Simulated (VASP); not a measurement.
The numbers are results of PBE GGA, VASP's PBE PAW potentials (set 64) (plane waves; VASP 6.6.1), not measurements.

Input for VASP

File POSCAR:
```
Ti16HO
1.0
  5.8437788928   0.0000000000   0.0000000000
  2.9218894464   5.0608610918   0.0000000000
  0.0000000000   0.0000000000  20.8060005416
Ti O H
16 1 1
direct
  0.8386791544   0.3226406913   0.3389065718
  0.3333330000   0.3333330000   0.3331780307
  0.8386791544   0.8386791544   0.3389065718
  0.3226406913   0.8386791544   0.3389065718
  0.0000000000   0.0000000000   0.4468594869
  0.4988898671   0.0022202658   0.4377231601
  0.0022202658   0.4988898671   0.4377231601
  0.4988898671   0.4988898671   0.4377231601
  0.8367862631   0.3264264739   0.5602307725
  0.3333330000   0.3333330000   0.5496990399
  0.8367862631   0.8367862631   0.5602307725
  0.3264264739   0.8367862631   0.5602307725
  0.0000000000   0.0000000000   0.6875125148
  0.4899487842   0.0201024315   0.6569001245
  0.0201024315   0.4899487842   0.6569001245
  0.4899487842   0.4899487842   0.6569001245
  0.0000000000   0.0000000000   0.7753492744
  0.0000000000   0.0000000000   0.8217427663
```

### KPOINTS
```
Automatic mesh
0
Gamma
5 5 1
0 0 0
```

### INCAR
```
# general
SYSTEM =Ti16HO
PREC   =Normal
ENCUT  =400
LREAL  =.FALSE.
LASPH  =.TRUE.   # aspherical one-centre terms

# electronic loop
EDIFF  =1E-6   # SCF stop (eV)
NELM   =100
NELMIN =4
ALGO   =Normal   # blocked Davidson
LMAXMIX=4   # l cut-off of mixed one-centre charges

# smearing
ISMEAR =1   # Methfessel-Paxton
SIGMA  =0.1   # width (eV)

# functional
GGA    =PE

# output
LWAVE  =.FALSE.
LCHARG =.FALSE.
LORBIT =11   # lm-projected
LVHAR  =.TRUE.

# other
LDIPOL =.TRUE.
IDIPOL =3
DIPOL  =0.5 0.5 0.5
```

POTCAR, in this order: Ti O H (PBE.64 set). Program: vasp_std. Read from the step before: WAVECAR.

Output of the run:

### OSZICAR
```
       N       E                     dE             d eps       ncg     rms          rms(c)
DAV:   1    -0.129100901365E+03   -0.12910E+03   -0.39832E-02   836   0.623E-01    0.599E-01
DAV:   2    -0.131848517576E+03   -0.27476E+01   -0.12204E+01   852   0.126E+01    0.113E+01
DAV:   3    -0.129052399885E+03    0.27961E+01   -0.15327E+01   836   0.119E+01    0.639E-01
DAV:   4    -0.129091849534E+03   -0.39450E-01   -0.50354E-01   740   0.212E+00    0.278E-01
DAV:   5    -0.129093858133E+03   -0.20086E-02   -0.50313E-02   708   0.757E-01    0.254E-01
DAV:   6    -0.129093031849E+03    0.82628E-03   -0.13913E-02   708   0.449E-01    0.130E-01
DAV:   7    -0.129092856480E+03    0.17537E-03   -0.94397E-04   748   0.120E-01    0.790E-02
DAV:   8    -0.129092827129E+03    0.29351E-04   -0.21397E-04   732   0.538E-02    0.612E-02
DAV:   9    -0.129092789561E+03    0.37569E-04   -0.24074E-04   700   0.577E-02    0.398E-02
DAV:  10    -0.129092778369E+03    0.11191E-04   -0.60843E-05   708   0.295E-02    0.253E-02
DAV:  11    -0.129092770785E+03    0.75846E-05   -0.51589E-05   716   0.266E-02    0.797E-03
DAV:  12    -0.129092770946E+03   -0.16134E-06   -0.14468E-05   644   0.144E-02    0.731E-03
DAV:  13    -0.129092770370E+03    0.57627E-06   -0.68706E-06   540   0.111E-02
   1 F= -.12909277E+03 E0= -.12909349E+03  d E =0.214686E-02
```

### OUTCAR
```
------------------------ aborting loop because EDIFF is reached ----------------------------------------
  FORCE on cell =-STRESS in cart. coord.  units (eV):
  Direction    XX          YY          ZZ          XY          YZ          ZX
  --------------------------------------------------------------------------------------
  Total       -3.0664471     -3.0664472     -0.6056963      0.0000000      0.0000000      0.0000000
  in kB       -7.9843444     -7.9843447     -1.5770980      0.0000000      0.0000000      0.0000000
  external PRESSURE =      -5.8485957 kB  Pullay stress =       0.0000000 kB
  volume of cell :      615.33
      direct lattice vectors                 reciprocal lattice vectors
     5.843778893  0.000000000  0.000000000     0.171122149 -0.098797416  0.000000000
     2.921889446  5.060861092  0.000000000     0.000000000  0.197594833  0.000000000
     0.000000000  0.000000000 20.806000542     0.000000000  0.000000000  0.048063057
 POSITION                                       TOTAL-FORCE (eV/Angst)
 -----------------------------------------------------------------------------------
      5.84378      1.63284      7.05129         0.000000     -0.006009     -0.011770
      2.92189      1.68695      6.93210         0.000000     -0.000000      0.007353
      7.35158      4.24444      7.05129         0.005204      0.003004     -0.011770
      4.33597      4.24444      7.05129        -0.005204      0.003004     -0.011770
      0.00000      0.00000      9.29736         0.000000     -0.000000      0.013688
      2.92189      0.01124      9.10727         0.000000      0.011360      0.012690
      1.47068      2.52481      9.10727         0.009838     -0.005680      0.012690
      4.37310      2.52481      9.10727        -0.009838     -0.005680      0.012690
      5.84378      1.65200     11.65616         0.000000     -0.012300     -0.021325
      2.92189      1.68695     11.43704         0.000000     -0.000000      0.005617
      7.33499      4.23486     11.65616         0.010652      0.006150     -0.021325
      4.35256      4.23486     11.65616        -0.010652      0.006150     -0.021325
      0.00000      0.00000     14.30439         0.000000     -0.000000      0.026069
      2.92189      0.10174     13.66746         0.000000      0.004008      0.007346
      1.54905      2.47956     13.66746         0.003471     -0.002004      0.007346
      4.29473      2.47956     13.66746        -0.003471     -0.002004      0.007346
      0.00000      0.00000     16.13192         0.000000     -0.000000     -0.001063
      0.00000      0.00000     17.09718         0.000000     -0.000000     -0.012487
 -----------------------------------------------------------------------------------
    total drift:                               -0.000180     -0.000104     -0.000071
  FREE ENERGIE OF THE ION-ELECTRON SYSTEM (eV)
  ---------------------------------------------------
  free  energy   TOTEN  =      -129.0927703699 eV

  energy  without entropy=     -129.0949172272  energy(sigma->0) =     -129.09348599

 total charge

# of ion       s       p       d       tot
------------------------------------------
    1        0.570   0.463   2.399   3.432
    2        0.568   0.447   2.370   3.386
    3        0.570   0.463   2.399   3.432
    4        0.570   0.463   2.399   3.432
    5        0.560   0.626   2.387   3.573
    6        0.560   0.611   2.418   3.589
    7        0.560   0.611   2.418   3.589
    8        0.560   0.611   2.418   3.589
    9        0.543   0.591   2.387   3.522
   10        0.571   0.656   2.400   3.627
   11        0.543   0.591   2.387   3.522
   12        0.543   0.591   2.387   3.522
   13        0.538   0.596   2.438   3.572
   14        0.562   0.463   2.428   3.453
   15        0.562   0.463   2.428   3.453
   16        0.562   0.463   2.428   3.453
   17        1.585   3.550   0.000   5.136
   18        0.619   0.121   0.000   0.740
--------------------------------------------------
tot         11.149  12.381  38.491  62.020
```
(Selected blocks of OUTCAR.)

At this cut-off the stress carries a Pulay error, which pulls relaxed volumes low.

The cell is a thin slab with vacuum, built from Ti (hcp): (001) face, OH adsorbed.
